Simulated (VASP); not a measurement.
Method: PBE GGA, VASP's PBE PAW potentials (set 64) (plane waves; VASP 6.6.1).

VASP ran on this input.

**KPOINTS**
```
kpoints
0
Gamma
4 4 4
```

### POSCAR
```
CdSe
1
    0.0000000000     2.9841170000     2.9841170000
    2.9841170000     0.0000000000     2.9841170000
    2.9841170000     2.9841170000     0.0000000000
Cd Se
1 1
Direct
  0.0000000000   0.0000000000   0.0000000000
  0.2500000000   0.2500000000   0.2500000000
```

INCAR:
```
SYSTEM = CdSe
PREC = Normal; ENCUT = 500; LREAL = F
LASPH = T
EDIFF = 1E-8; NELM = 100; ALGO = Normal
ISMEAR = 0; SIGMA = 0.01
GGA = PE
LWAVE = T; LCHARG = F
```

POTCAR, in this order: Cd_sv_GW Se_GW (PBE.64 set). Program: vasp_std.

The resulting files:

### OSZICAR
```
       N       E                     dE             d eps       ncg     rms          rms(c)
DAV:   1     0.354828517596E+03    0.35483E+03   -0.14562E+04   313   0.180E+03
DAV:   2     0.331604591746E+02   -0.32167E+03   -0.31143E+03   291   0.646E+02
DAV:   3    -0.451038873990E+01   -0.37671E+02   -0.37488E+02   407   0.220E+02
DAV:   4    -0.573967511244E+01   -0.12293E+01   -0.12285E+01   335   0.396E+01
DAV:   5    -0.578178272954E+01   -0.42108E-01   -0.42102E-01   411   0.921E+00    0.234E+01
DAV:   6    -0.541184523630E+01    0.36994E+00   -0.94839E-01   423   0.188E+01    0.166E+01
DAV:   7    -0.540303055546E+01    0.88147E-02   -0.52291E-01   403   0.699E+00    0.272E+00
DAV:   8    -0.538912461698E+01    0.13906E-01   -0.60525E-02   404   0.270E+00    0.237E-01
DAV:   9    -0.538879172965E+01    0.33289E-03   -0.77502E-03   303   0.114E+00    0.777E-02
DAV:  10    -0.538887342956E+01   -0.81700E-04   -0.40288E-04   362   0.368E-01    0.265E-02
DAV:  11    -0.538889343134E+01   -0.20002E-04   -0.72206E-05   386   0.173E-01    0.120E-02
DAV:  12    -0.538889470233E+01   -0.12710E-05   -0.72559E-06   373   0.382E-02    0.181E-02
DAV:  13    -0.538889470008E+01    0.22492E-08   -0.15616E-06   343   0.160E-02    0.229E-03
DAV:  14    -0.538889472558E+01   -0.25503E-07   -0.13769E-07   344   0.397E-03    0.195E-03
DAV:  15    -0.538889474249E+01   -0.16912E-07   -0.96731E-09   227   0.109E-03    0.518E-05
DAV:  16    -0.538889475226E+01   -0.97634E-08   -0.24710E-09   193   0.630E-04
   1 F= -.53888948E+01 E0= -.53888948E+01  d E =0.000000E+00
```

OUTCAR:
```
------------------------ aborting loop because EDIFF is reached ----------------------------------------
  FORCE on cell =-STRESS in cart. coord.  units (eV):
  Direction    XX          YY          ZZ          XY          YZ          ZX
  --------------------------------------------------------------------------------------
  Total        1.8507210      1.8507210      1.8507210      0.0000000     -0.0000000      0.0000000
  in kB       55.7922658     55.7922658     55.7922658      0.0000000     -0.0000000      0.0000000
  external PRESSURE =      55.7922658 kB  Pullay stress =       0.0000000 kB
  volume of cell :       53.15
      direct lattice vectors                 reciprocal lattice vectors
     0.000000000  2.984117000  2.984117000    -0.167553752  0.167553752  0.167553752
     2.984117000  0.000000000  2.984117000     0.167553752 -0.167553752  0.167553752
     2.984117000  2.984117000  0.000000000     0.167553752  0.167553752 -0.167553752
  FREE ENERGIE OF THE ION-ELECTRON SYSTEM (eV)
  ---------------------------------------------------
  free  energy   TOTEN  =        -5.3888947523 eV

  energy  without entropy=       -5.3888947523  energy(sigma->0) =       -5.38889475
```
(Selected blocks of OUTCAR.)

The compound is CdSe in the zinc blende structure, whereas wurtzite is the usual form. This cell is one point of a volume scan, at 0.96 of the reference volume. The k-mesh is coarse (spacing up to 0.46 per Å, 2π included), so the numbers may not be converged in it.
